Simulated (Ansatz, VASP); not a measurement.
SiTe3: VASP beside Ansatz

```xyz
8
Lattice="6.6207 0.0000 0.0000 -3.3104 5.7337 0.0000 0.0000 0.0000 5.3687" Properties=species:S:1:pos:R:3 pbc="T T T"
Si    3.3104    1.9112    1.3422
Si    0.0000    3.8225    4.0266
Te    1.6525    0.9541    4.0266
Te    4.9682    0.9541    4.0266
Te    3.3104    3.8255    4.0266
Te    1.6578    4.7796    1.3422
Te   -1.6578    4.7796    1.3422
Te    0.0000    1.9082    1.3422
```

Change from the starting cell: species swapped into the Ag3Au type (P6_3/mmc, No. 194).

Alike in both runs: task single point; functional PBE; k mesh 3 × 3 × 4; occupations gaussian, width 0.1 eV; no spin polarisation.

|  | VASP | Ansatz |
| --- | --- | --- |
| version | VASP 6.6.1 | Ansatz 0.2.0 |
| potentials or method | VASP PAW PBE potentials, release 64 (Si, Te) | scalar-relativistic, plane waves, PAW |
| plane-wave cutoff (eV) | 520 | 420 |
| valence electrons in the cell | 44 | 104 |

VASP gave:

* gap on the k mesh at the Fermi level (eV): none
* pressure (GPa): 0.7
* largest component of the traceless stress (GPa): 2.55
* rms of the force components (eV/Å): 0.422

**Question.** What did Ansatz give for the same quantities?

**Answer.** gap on the k mesh at the Fermi level (eV): none; pressure (GPa): 0.8; largest component of the traceless stress (GPa): 2.52; rms of the force components (eV/Å): 0.423.

Atom by atom the forces differ by 0.001 eV/Å (rms over components). A gap of «none» marks a metal or a gap that the smearing closes. The two sets of potentials don't hold the same shells in valence.

Caveats: the k mesh is coarse (spacing up to 0.37 Å⁻¹), so the values aren't converged. The runs have no spin-orbit coupling, so splittings on Te are missing.
